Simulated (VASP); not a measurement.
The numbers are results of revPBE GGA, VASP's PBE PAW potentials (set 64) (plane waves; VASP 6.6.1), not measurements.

Input for VASP

### INCAR
```
ALGO  =  Normal
EDIFF  =  1E-7
ENCUT  =  520
GGA  =  RE
ISIF  =  2
ISMEAR  =  -5
LASPH  =  T
LCHARG  =  T
LMAXMIX  =  4
LORBIT  =  11
LREAL  =  F
LWAVE  =  F
NEDOS  =  601
NELM  =  100
PREC  =  Accurate
SYSTEM  =  RuAl
```

### POSCAR
```
RuAl
3.0162560
  0.9999998601   0.0000000000   0.0000000000
  0.0000000000   0.9999998601   0.0000000000
  0.0000000000   0.0000000000   0.9999998601
Al Ru
1 1
direct
  0.5000000000   0.5000000000   0.5000000000
  0.0000000000   0.0000000000   0.0000000000
```

### KPOINTS
```
Automatic
0
gamma
14 14 14
0 0 0
```

POTCAR, in this order: Al Ru_pv (PBE.64 set). Program: vasp_std.

Output of the run:

File OSZICAR:
```
       N       E                     dE             d eps       ncg     rms          rms(c)
DAV:   1     0.114564760667E+03    0.11456E+03   -0.93965E+03  2904   0.132E+03
DAV:   2    -0.118698598013E+02   -0.12643E+03   -0.12157E+03  3112   0.347E+02
DAV:   3    -0.141499429448E+02   -0.22801E+01   -0.22110E+01  3424   0.477E+01
DAV:   4    -0.141738748676E+02   -0.23932E-01   -0.23879E-01  3304   0.490E+00
DAV:   5    -0.141744836210E+02   -0.60875E-03   -0.60907E-03  3560   0.699E-01    0.114E+01
DAV:   6    -0.136411860227E+02    0.53330E+00   -0.34689E+00  3060   0.212E+01    0.259E+00
DAV:   7    -0.135675221453E+02    0.73664E-01   -0.29645E-01  3044   0.642E+00    0.204E+00
DAV:   8    -0.135524394499E+02    0.15083E-01   -0.18810E-02  3124   0.149E+00    0.209E-01
DAV:   9    -0.135522749671E+02    0.16448E-03   -0.34025E-04  3396   0.177E-01    0.140E-01
DAV:  10    -0.135522766275E+02   -0.16604E-05   -0.33500E-05  3636   0.787E-02    0.947E-03
DAV:  11    -0.135522736145E+02    0.30130E-05   -0.27285E-06  3396   0.214E-02    0.575E-03
DAV:  12    -0.135522733250E+02    0.28950E-06   -0.79795E-08  1876   0.278E-03    0.243E-04
DAV:  13    -0.135522733824E+02   -0.57331E-07   -0.11517E-08  1548   0.110E-03
   1 F= -.13552273E+02 E0= -.13552273E+02  d E =0.000000E+00
```

OUTCAR:
```
------------------------ aborting loop because EDIFF is reached ----------------------------------------
  FORCE on cell =-STRESS in cart. coord.  units (eV):
  Direction    XX          YY          ZZ          XY          YZ          ZX
  --------------------------------------------------------------------------------------
  Total       -0.0176561     -0.0176561     -0.0176561      0.0000000      0.0000000     -0.0000000
  in kB       -1.0308613     -1.0308613     -1.0308613      0.0000000      0.0000000     -0.0000000
  external PRESSURE =      -1.0308613 kB  Pullay stress =       0.0000000 kB
  volume of cell :       27.44
      direct lattice vectors                 reciprocal lattice vectors
     3.016255578  0.000000000  0.000000000     0.331536892  0.000000000  0.000000000
     0.000000000  3.016255578  0.000000000     0.000000000  0.331536892  0.000000000
     0.000000000  0.000000000  3.016255578     0.000000000  0.000000000  0.331536892
 POSITION                                       TOTAL-FORCE (eV/Angst)
 -----------------------------------------------------------------------------------
      1.50813      1.50813      1.50813         0.000000      0.000000      0.000000
      0.00000      0.00000      0.00000         0.000000      0.000000      0.000000
 -----------------------------------------------------------------------------------
    total drift:                                0.000000      0.000000      0.000000
  FREE ENERGIE OF THE ION-ELECTRON SYSTEM (eV)
  ---------------------------------------------------
  free  energy   TOTEN  =       -13.5522733824 eV

  energy  without entropy=      -13.5522733824  energy(sigma->0) =      -13.55227338

 total charge

# of ion       s       p       d       tot
------------------------------------------
    1        0.390   0.407   0.000   0.796
    2        0.328   6.232   6.185  12.745
--------------------------------------------------
tot          0.718   6.639   6.185  13.542
```
(Selected blocks of OUTCAR.)

For a metal the tetrahedron method with Blöchl corrections gives inexact stress and forces.

The compound is RuAl in the CsCl type structure. It was relaxed first. The electron count is odd and the run is not spin-polarised, which forces a metal.
